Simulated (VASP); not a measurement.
Input:

```xyz
8
Lattice="-0.0224 5.8391 5.8857 5.8391 -0.0224 5.8857 2.9083 2.9083 0.0000" Properties=species:S:1:pos:R:3 pbc="T T T"
Hg     5.8166     5.8166    11.7237
Te     1.4542     1.4542     1.7428
Te     4.2556     1.5610     4.2978
Te     1.5610     4.2556     4.2978
Te     4.3625     4.3625     7.3546
Be     5.8113     8.7303     8.8352
Be     8.7303     5.8113     8.8352
Be     2.9083     2.9083     5.8838
```

All values below come from PBEsol GGA, VASP's PBE PAW potentials (set 64) (plane waves; VASP). Numerical set-up: 400 eV cut-off, Gaussian smearing of 0.050 eV, potentials Hg Te Be.

Unless said otherwise, spin-orbit coupling is left out, though it shifts the bands of the heavy elements here.

Task: Give the energies of bands 12 to 25 at the high-symmetry points, in eV from the valence-band maximum.

Result: 
```json
[
 {"band": "12", "Γ": "-5.49", "Y": "-3.86", "C0": "-4.16", "Z": "-4.77", "A0": "-5.37", "T": "-5.55", "S": "-3.99", "R": "-5.17"},
 {"band": "13", "Γ": "-3.12", "Y": "-3.73", "C0": "-4.00", "Z": "-4.62", "A0": "-5.16", "T": "-5.35", "S": "-3.62", "R": "-5.06"},
 {"band": "14", "Γ": "-3.10", "Y": "-3.45", "C0": "-3.32", "Z": "-4.03", "A0": "-3.27", "T": "-3.14", "S": "-3.42", "R": "-3.58"},
 {"band": "15", "Γ": "-1.95", "Y": "-2.98", "C0": "-2.80", "Z": "-3.65", "A0": "-3.15", "T": "-3.11", "S": "-3.20", "R": "-3.46"},
 {"band": "16", "Γ": "-1.76", "Y": "-2.46", "C0": "-2.45", "Z": "-3.64", "A0": "-3.01", "T": "-3.04", "S": "-2.65", "R": "-3.33"},
 {"band": "17", "Γ": "-1.69", "Y": "-2.36", "C0": "-2.30", "Z": "-3.62", "A0": "-2.98", "T": "-2.96", "S": "-2.44", "R": "-3.25"},
 {"band": "18", "Γ": "-1.47", "Y": "-2.06", "C0": "-2.26", "Z": "-3.58", "A0": "-2.55", "T": "-2.01", "S": "-1.48", "R": "-2.64"},
 {"band": "19", "Γ": "-0.52", "Y": "-1.97", "C0": "-1.83", "Z": "-3.03", "A0": "-1.98", "T": "-1.40", "S": "-1.47", "R": "-2.59"},
 {"band": "20", "Γ": "-0.39", "Y": "-1.56", "C0": "-1.68", "Z": "-1.94", "A0": "-1.55", "T": "-1.25", "S": "-0.77", "R": "-2.09"},
 {"band": "21", "Γ": "0.00", "Y": "-0.76", "C0": "-0.58", "Z": "-1.24", "A0": "-1.44", "T": "-1.09", "S": "-0.36", "R": "-1.78"},
 {"band": "22", "Γ": "0.85", "Y": "1.70", "C0": "2.10", "Z": "2.67", "A0": "1.32", "T": "0.61", "S": "1.96", "R": "1.90"},
 {"band": "23", "Γ": "1.70", "Y": "2.06", "C0": "2.34", "Z": "2.77", "A0": "1.55", "T": "1.29", "S": "2.04", "R": "2.04"},
 {"band": "24", "Γ": "2.02", "Y": "2.70", "C0": "2.54", "Z": "4.29", "A0": "1.88", "T": "1.56", "S": "2.21", "R": "2.08"},
 {"band": "25", "Γ": "2.17", "Y": "2.96", "C0": "3.22", "Z": "4.35", "A0": "2.31", "T": "1.93", "S": "2.55", "R": "2.77"}
]
```

The gap is indirect, 0.61 eV, from the valence maximum at Γ to the conduction minimum at T.

The structure was generated: Be3HgTe4 was put into an ordered model structure (Amm2), which need not be its known phase. It was relaxed first.
